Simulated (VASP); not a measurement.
# FSiClBr2 in VASP: notebook

The runs below take FSiClBr2 through single point, relaxation of the atoms, atomic charges, with PBE, PBE+TS.

Everything below comes from runs of VASP 6.6.1. Logs are shortened: lines on timing, memory, paths and dates and some standing lists are left out, and cuts for length are marked.

**1. Starting point**

The cell holds a molecule in a box, 5 atoms: a = 12.000 Å, b = 12.000 Å, c = 12.000 Å, α = 90.00°, β = 90.00°, γ = 90.00°.

**2. Single point, PBE (atoms moved at random, drawn with an rms of 0.05 Å)**

Input file INCAR:

```
SYSTEM = SiBr2ClF
  ALGO = Normal
  EDIFF = 1E-6
  ENCUT = 520
  GGA = PE
  ISIF = 2
  ISMEAR = 0
  LASPH = .TRUE.
  LCHARG = .TRUE.
  LELF = .TRUE.
  LREAL = .FALSE.
  LVACPOTAV = .TRUE.
  LVHAR = .TRUE.
  LWAVE = .FALSE.
  NELM = 80
  PREC = Accurate
  SIGMA = 0.01
```

Input file KPOINTS:

```
k-points
0
G
  1 1 1
  0 0 0
```

Input file POSCAR:

```
SiBr2ClF
1.0
   12.0000000000      0.0000000000      0.0000000000
    0.0000000000     12.0000000000      0.0000000000
    0.0000000000      0.0000000000     12.0000000000
F Si Cl Br
1 1 1 2
Direct
    0.5808560000      0.3970820000      0.6065470000
    0.5144000000      0.4773310000      0.5329810000
    0.3834860000      0.5388390000      0.6243090000
    0.4484000000      0.3909360000      0.3845830000
    0.6207200000      0.6138040000      0.4863600000
```

Potentials or basis: VASP PAW PBE potentials, release 64 (F, Si, Cl, Br).

Started as:

```
> cat potpaw_PBE.64/F/POTCAR potpaw_PBE.64/Si/POTCAR potpaw_PBE.64/Cl/POTCAR potpaw_PBE.64/Br/POTCAR > POTCAR
> mpirun -np 1 vasp_gam > vasp.out
```

OUTCAR:

```text
SYSTEM = SiBr2ClF
   EDIFF = 1E-6
   ENCUT = 520
   GGA = PE
   ISIF = 2
   ISMEAR = 0
   LASPH = .TRUE.
   LREAL = .FALSE.
   NELM = 80
   PREC = Accurate

 ion  position               nearest neighbor table
   1  0.581  0.397  0.607-   2 1.53
   2  0.514  0.477  0.533-   1 1.53   3 2.05   5 2.15   4 2.21
   3  0.383  0.539  0.624-   2 2.05
   4  0.448  0.391  0.385-   2 2.21
   5  0.621  0.614  0.486-   2 2.15

  LATTYP: Found a simple cubic cell.
 ALAT       =    12.0000000000

  Lattice vectors:

 A1 = (  12.0000000000,   0.0000000000,   0.0000000000)
 A2 = (   0.0000000000,  12.0000000000,   0.0000000000)
 A3 = (   0.0000000000,   0.0000000000,  12.0000000000)

Analysis of symmetry for initial positions (statically):
=====================================================================
 Subroutine PRICEL returns:
 Original cell was already a primitive cell.

 Routine SETGRP: Setting up the symmetry group for a
 simple cubic supercell.

 Subroutine GETGRP returns: Found  1 space group operations
 (whereof  1 operations were pure point group operations)
 out of a pool of 48 trial point group operations.

The static configuration has the point symmetry C_1 .

Analysis of symmetry for dynamics (positions and initial velocities):
=====================================================================
 Subroutine PRICEL returns:
 Original cell was already a primitive cell.

 Routine SETGRP: Setting up the symmetry group for a
 simple cubic supercell.

 Subroutine GETGRP returns: Found  1 space group operations
 (whereof  1 operations were pure point group operations)
 out of a pool of 48 trial point group operations.

The dynamic configuration has the point symmetry C_1 .

 Subroutine INISYM returns: Found  1 space group operations
 (whereof  1 operations are pure point group operations),
 and found     1 'primitive' translations

----------------------------------------------------------------------------------------

                                     Primitive cell

  volume of cell :    1728.0000

  direct lattice vectors                    reciprocal lattice vectors
    12.000000000  0.000000000  0.000000000     0.083333333  0.000000000  0.000000000
     0.000000000 12.000000000  0.000000000     0.000000000  0.083333333  0.000000000
     0.000000000  0.000000000 12.000000000     0.000000000  0.000000000  0.083333333

  length of vectors
    12.000000000 12.000000000 12.000000000     0.083333333  0.083333333  0.083333333

  position of ions in fractional coordinates (direct lattice)
     0.580856000  0.397082000  0.606547000
     0.514400000  0.477331000  0.532981000
     0.383486000  0.538839000  0.624309000
     0.448400000  0.390936000  0.384583000
     0.620720000  0.613804000  0.486360000

  ion indices of the primitive-cell ions
   primitive index   ion index
                 1           1
                 2           2
                 3           3
                 4           4
                 5           5

----------------------------------------------------------------------------------------

 KPOINTS: k-points

Automatic generation of k-mesh.
 Grid dimensions read from file:
 generate k-points for:    1    1    1

 Generating k-lattice:

  Cartesian coordinates                     Fractional coordinates (reciprocal lattice)
     0.083333333  0.000000000  0.000000000     1.000000000  0.000000000  0.000000000
     0.000000000  0.083333333  0.000000000     0.000000000  1.000000000  0.000000000
     0.000000000  0.000000000  0.083333333     0.000000000  0.000000000  1.000000000

  Length of vectors
     0.083333333  0.083333333  0.083333333

  Shift w.r.t. Gamma in fractional coordinates (k-lattice)
     0.000000000  0.000000000  0.000000000

 Subroutine IBZKPT returns following result:
 ===========================================

 Found      1 irreducible k-points:

 Following reciprocal coordinates:
            Coordinates               Weight
  0.000000  0.000000  0.000000      1.000000
   k-points           NKPTS =      1   k-points in BZ     NKDIM =      1   number of bands    NBANDS=     20
   number of dos      NEDOS =    301   number of ions     NIONS =      5
   total plane-waves  NPLWV = 729000
   dimension x,y,z NGX =    90 NGY =   90 NGZ =   90
   dimension x,y,z NGXF=   180 NGYF=  180 NGZF=  180
   ions per type =               1   1   1   2
   NGX,Y,Z   is equivalent  to a cutoff of  12.47, 12.47, 12.47 a.u.
   NGXF,Y,Z  is equivalent  to a cutoff of  24.94, 24.94, 24.94 a.u.
 SYSTEM =  SiBr2ClF
   PREC   = accura    normal or accurate (medium, high low for compatibility)
   ISTART =      0    job   : 0-new  1-cont  2-samecut
   ICHARG =      2    charge: 1-file 2-atom 10-const
   ISPIN  =      1    spin polarized calculation?
   LNONCOLLINEAR =      F non collinear calculations
   LSORBIT =      F    spin-orbit coupling
   LASPH  =      T    aspherical Exc in radial PAW
   ENCUT  =  520.0 eV  38.22 Ry    6.18 a.u.  22.31 22.31 22.31*2*pi/ulx,y,z
   NELM   =     80;   NELMIN=  2; NELMDL= -5     # of ELM steps
   EDIFF  = 0.1E-05   stopping-criterion for ELM
   LREAL  =      F    real-space projection
   EDIFFG = 0.1E-04   stopping-criterion for IOM
   NSW    =      0    number of steps for IOM
   IBRION =     -1    ionic relax: 0-MD 1-quasi-New 2-CG
   NFREE  =      0    steps in history (QN), initial steepest desc. (CG)
   ISIF   =      2    stress and relaxation
   ISYM   =      2    0-nonsym 1-usesym 2-fastsym
   POTIM  = 0.5000    time-step for ionic-motion
   TEBEG  =    0.0;   TEEND  =   0.0 temperature during run
   PSTRESS=    0.0 pullay stress
   NELECT =      32.0000    total number of electrons
   NUPDOWN=      -1.0000    fix difference up-down
   EMIN   =  10.00;   EMAX   =-10.00  energy-range for DOS
   EFERMI =   0.00;   METHOD = LEGACY
   ISMEAR =     0;   SIGMA  =   0.01  broadening in eV -4-tet -1-fermi 0-gaus
   EFERMI_NEDOS =   21; number of points for ismear=-14 and -15
   IALGO  =     38    algorithm
   IMIX   =      4    mixing-type and parameters
     AMIX     =   0.40;   BMIX     =  1.00
     AMIX_MAG =   1.60;   BMIX_MAG =  1.00
  volume/ion in A,a.u.               =     345.60      2332.22
  Fermi-wavevector in a.u.,A,eV,Ry     =   0.433122  0.818482  2.552380  0.187595
  Thomas-Fermi vector in A             =   1.403327
   LORBIT       =      0    0 simple, 1 ext, 2 COOP (PROOUT), +10 PAW based schemes
   GGA     = PE    functional components
   LHFCALC =     F    Hartree Fock is set to
   AEXX    =    0.0000 exact exchange contribution
   IVDW    =     0    specifies the selected vdW correction
   LEPSILON=     F    determine dielectric tensor
   LRPA    =     F    only Hartree local field effects (RPA)
 non-spin polarized calculation
 Gauss-broadening in eV      SIGMA  =   0.01
  energy-cutoff  :      520.00
  volume of cell :     1728.00
 maximum number of plane-waves:     23293
 NGX is ok and might be reduce to    90
   NGX = 45   NGY = 45   NGZ = 45

 number of electron      32.0000013 magnetization

 Free energy of the ion-electron system (eV)
  ---------------------------------------------------
  ext. energy  EPLUGINS =         0.00000000
  ---------------------------------------------------
  free energy    TOTEN  =       -19.69190402 eV

  energy without entropy =      -19.69190402  energy(sigma->0) =      -19.69190402

 E-fermi :  -7.0263     XC(G=0):  -1.0770

 val. band max:       -7.0755276221   @ k =   0.0000   0.0000   0.0000
 cond. band min:      -1.5636876934   @ k =   0.0000   0.0000   0.0000
 fundamental gap:      5.5118399287
 Fermi energy:        -7.0262833285

 k-point     1 :       0.0000    0.0000    0.0000
  band No.  band energies     occupation
      1     -30.7634      2.00000
      2     -21.0805      2.00000
      3     -20.3318      2.00000
      4     -20.0794      2.00000
      5     -13.8242      2.00000
      6     -11.5810      2.00000
[... 12 lines left out ...]
     19       0.0323      0.00000
     20       0.1209      0.00000

------------------------ aborting loop because EDIFF is reached ----------------------------------------

  FORCE on cell =-STRESS in cart. coord.  units (eV):
  Direction    XX          YY          ZZ          XY          YZ          ZX
  --------------------------------------------------------------------------------------
  -------------------------------------------------------------------------------------
  Total        1.4367395      2.6335544      1.1584370     -0.3897584     -2.0559751      0.8972358
  in kB        1.3321247      2.4417947      1.0740865     -0.3613785     -1.9062713      0.8319044
  external PRESSURE =       1.6160020 kB  Pullay stress =       0.0000000 kB

 VOLUME and BASIS-vectors are now :
 -----------------------------------------------------------------------------
  energy-cutoff  :      520.00
  volume of cell :     1728.00
      direct lattice vectors                 reciprocal lattice vectors
    12.000000000  0.000000000  0.000000000     0.083333333  0.000000000  0.000000000
     0.000000000 12.000000000  0.000000000     0.000000000  0.083333333  0.000000000
     0.000000000  0.000000000 12.000000000     0.000000000  0.000000000  0.083333333

 POSITION                                       TOTAL-FORCE (eV/Angst)
 -----------------------------------------------------------------------------------
      6.97027      4.76498      7.27856         1.364802     -1.834569      1.511582
      6.17280      5.72797      6.39577        -2.154394      1.435627     -1.267984
      4.60183      6.46607      7.49171         0.146761     -0.163984     -0.075917
      5.38080      4.69123      4.61500         0.088569     -0.046827      0.102173
      7.44864      7.36565      5.83632         0.554261      0.609752     -0.269854
 -----------------------------------------------------------------------------------
    total drift:                               -0.001153      0.000488      0.002699

  FREE ENERGIE OF THE ION-ELECTRON SYSTEM (eV)
  ---------------------------------------------------
  free  energy   TOTEN  =       -19.6919040238 eV

  energy  without entropy=      -19.6919040238  energy(sigma->0) =      -19.69190402
```

Run time: 2.4 min. Hardware: 1 thread of Intel Xeon Platinum 8488C (Sapphire Rapids), shared host; peak memory 1.2 GiB.

What came out:

| Item | Value |
| --- | --- |
| Free energy | -19.6919 eV |
| Largest force | 2.883 eV/Å |
| Gap between the frontier levels | 5.51 eV |

Forces on the atoms (eV/Å):
```
F    1.365 -1.835  1.512
Si  -2.154  1.436 -1.268
Cl   0.147 -0.164 -0.076
Br   0.089 -0.047  0.102
Br   0.554  0.610 -0.270
```

**3. Relaxation of the atoms, PBE (atoms moved at random, drawn with an rms of 0.02 Å)**

Input file INCAR:

```
SYSTEM = SiBr2ClF
PREC     = Accurate       ! precision mode
ENCUT    = 520            ! plane-wave cutoff, eV
EDIFF    = 1E-7           ! SCF threshold, eV
ISMEAR   = 0              ! smearing method
SIGMA    = 0.01           ! smearing width, eV
LREAL    = .False.        ! projectors in reciprocal space
LASPH    = .True.         ! aspherical terms in the spheres
NELM     = 100            ! most SCF steps
ALGO     = Normal         ! electronic algorithm
ISIF     = 2              ! what is computed and relaxed
LWAVE    = .False.        ! write WAVECAR
LCHARG   = .False.        ! write CHGCAR
GGA      = PE             ! functional
IBRION   = 2              ! ionic algorithm
NSW      = 60             ! ionic steps
EDIFFG   = -0.02          ! ionic threshold
```

Input file KPOINTS:

```
regular mesh
0
Gamma
  1 1 1
  0 0 0
```

Input file POSCAR:

```
SiBr2ClF
1.0
   12.0000000000      0.0000000000      0.0000000000
    0.0000000000     12.0000000000      0.0000000000
    0.0000000000      0.0000000000     12.0000000000
F Si Cl Br
1 1 1 2
Direct
    0.5774250000      0.3935140000      0.6078540000
    0.5097180000      0.4771300000      0.5314150000
    0.3814840000      0.5338800000      0.6199450000
    0.4533770000      0.3877270000      0.3830960000
    0.6222170000      0.6162410000      0.4861270000
```

Potentials or basis: VASP PAW PBE potentials, release 64 (F, Si, Cl, Br).

Started as:

```
> cat potpaw_PBE.64/F/POTCAR potpaw_PBE.64/Si/POTCAR potpaw_PBE.64/Cl/POTCAR potpaw_PBE.64/Br/POTCAR > POTCAR
> mpirun -np 1 vasp_gam > vasp.out
```

Wall time 18 min (1 thread of Intel Xeon Platinum 8488C (Sapphire Rapids), shared host); peak memory 1.3 GiB.

The run converged. Its results:

```yaml
Free_energy: -19.8152 eV
Energy_gained_by_relaxing: 5.2 meV/atom
Ionic_steps: 14
Largest_force_after_relaxing: 0.005 eV/Å
Gap_between_the_frontier_levels: 5.33 eV
```

Forces in eV/Å, atoms in the order of the input:
```
F    0.001  0.004  0.000
Si  -0.001  0.001  0.001
Cl   0.000 -0.004 -0.002
Br  -0.003  0.000  0.000
Br   0.003 -0.001  0.001
```

The path:
```csv
step,energy change (eV),largest force (eV/Å),pressure (GPa)
1,0.0000,0.8656,0.08
2,0.0011,1.2141,-0.04
3,-0.0224,0.3067,0.01
4,-0.0233,0.3752,0.00
5,-0.0247,0.1282,0.01
6,-0.0255,0.0439,-0.01
7,-0.0255,0.0531,-0.01
8,-0.0257,0.0326,-0.01
9,-0.0257,0.0664,-0.01
10,-0.0257,0.0498,-0.01
11,-0.0258,0.0311,-0.01
12,-0.0258,0.0257,-0.01
13,-0.0258,0.0298,0.00
14,-0.0258,0.0047,-0.01
```

Final structure:
```
F Si Cl Br
1.0
    12.00000    0.00000    0.00000
     0.00000   12.00000    0.00000
     0.00000    0.00000   12.00000
F Si Cl Br
1 1 1 2
Direct
  0.57877 0.39253 0.60786
  0.51061 0.47792 0.53108
  0.37902 0.53489 0.62105
  0.45341 0.38739 0.38252
  0.62241 0.61577 0.48592
```

Levels at points of the mesh, in eV from the valence-band top:
| k point | band 13 | band 14 | band 15 | band 16 | band 17 | band 18 | band 19 | band 20 |
| --- | --- | --- | --- | --- | --- | --- | --- | --- |
| (0.00, 0.00, 0.00) | -0.74 | -0.41 | -0.19 | 0.00 | 5.33 | 6.75 | 7.07 | 7.09 |

[end of part 1 of 2]
